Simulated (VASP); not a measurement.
VASP input:

**KPOINTS**
```
Regular mesh
0
G
 8 8 4
```

**POSCAR**
```
HfS2
11.70
  0.1551282051  -0.2686899145   0.0000000000
  0.1551282051   0.2686899145   0.0000000000
  0.0000000000   0.0000000000   0.5000000000
Hf S
1 2
Cartesian
  0.0000000000   0.0000000000   0.0000000000
  0.1551282051   0.0895634840   0.1250000000
  0.1551282051  -0.0895634840   0.3750000000
```

INCAR:
```
SYSTEM = HfS2
PREC = Accurate
ENCUT = 400
EDIFF = 1E-6
NELM = 100
ALGO = Normal
LREAL = .FALSE.
LASPH = .TRUE.
ISMEAR = 0
SIGMA = 0.05
GGA = PE
LMAXMIX = 6
LWAVE = .FALSE.
LCHARG = .FALSE.
ISIF = 2
```

POTCAR, in this order: Hf_pv S (PBE.64 set). Program: vasp_std.

Problem. Write an equivalent input for Ansatz.

Solution. One equivalent input (not run):
Ansatz 0.2 input:
```yaml
crystal:
  lattice:
    - [1.8150000, -3.1436720, 0.0000000]
    - [1.8150000, 3.1436720, 0.0000000]
    - [0.0000000, 0.0000000, 5.8500000]
  atoms:
    - { symbol: Hf, position: [0.0000000, 0.0000000, 0.0000000] }
    - { symbol: S, position: [0.3333330, 0.6666670, 0.2500000] }
    - { symbol: S, position: [0.6666670, 0.3333330, 0.7500000] }
kpoints:
  mp_grid: { grid: [8, 8, 4] }
hamiltonian:
  xc: pbe
  pseudopotentials: { kind: paw }
scf:
  occupations: { method: gaussian, width: 0.05 }
  max_iter: 100
output: { forces: true, stress: true, eigenvalues: true }
```
The two are equivalent in intent, not identical: each code has its own PAW files, so the cut-off isn't converted (ENCUT is set for VASP's; basis.ecutwfc is left out, and Ansatz then takes the one that its files recommend); Ansatz stops its SCF on the density residual and VASP on the energy change (EDIFF).

The compound is HfS2 in the 1T layered structure. The cell was not relaxed at this level.
